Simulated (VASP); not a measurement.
Wanted: the native input for a VASP 6.6.1 run.

```yaml
Task: relaxation of cell and atoms
Functional: PBE
Dispersion: D4
Potentials_or_basis: VASP PAW PBE potentials, release 64 (C)
Cutoff: 520 eV
k_mesh: 15 × 15 × 4
Occupations: gaussian, width 0.02 eV
Spin: no spin polarisation
Further_INCAR_settings: ALGO = Fast; EDIFF = 1e-07; IBRION = 2; EDIFFG = -0.002; NSW = 80; ISIF = 3
```

The structure of C lies in POSCAR:

```
C
1.0
    2.4672912600      0.0000000000      0.0000000000
   -1.2336456300      2.1367369100      0.0000000000
    0.0000000000      0.0000000000      7.8030730000
C
4
Direct
    0.0000000000      0.0000000000      0.2500000000
    0.0000000000      0.0000000000      0.7500000000
    0.3333333300      0.6666666700      0.2500000000
    0.6666666700      0.3333333300      0.7500000000
```

These files were run (other wordings do the same):

INCAR

```
PREC = Accurate
ENCUT = 520
EDIFF = 1E-7
ISMEAR = 0
SIGMA = 0.02
LREAL = False
LASPH = True
NELM = 100
ALGO = Fast
ISIF = 3
LWAVE = False
LCHARG = False
GGA = PE
IVDW = 13
IBRION = 2
NSW = 80
EDIFFG = -0.002
```

KPOINTS

```
Automatic mesh
0
Gamma
  15 15 4
```

Potentials or basis: VASP PAW PBE potentials, release 64 (C).

Command:

```bash
$ cat potpaw_PBE.64/C/POTCAR > POTCAR
$ mpirun -np 1 vasp_std > vasp.out
```

Results of the run:

| Quantity | Value |
| --- | --- |
| Relaxed volume | 8.68 Å³/atom |
| Relaxed cell | a = 2.461 Å, b = 2.461 Å, c = 6.618 Å, α = 90.00°, β = 90.00°, γ = 120.00° |
| Space group after relaxing (to 0.05 Å) | P6_3/mmc (No. 194) |
| Energy gained by relaxing | 16.9 meV/atom |
| Ionic steps | 12 |
| Pressure after relaxing | 0.0 GPa |
| Band gap on the k mesh | none (metal or under the smearing width) |
| Dispersion energy per atom | -0.179 eV |

Caveat: the volume moved by over 15 % at a fixed basis, so the end points are rough.

Run time: 5.7 min on 1 thread of Intel(R) Xeon(R) Platinum 8259CL CPU @ 2.50GHz (Skylake/Cascade Lake), on a shared host, peak memory 0.17 GiB.
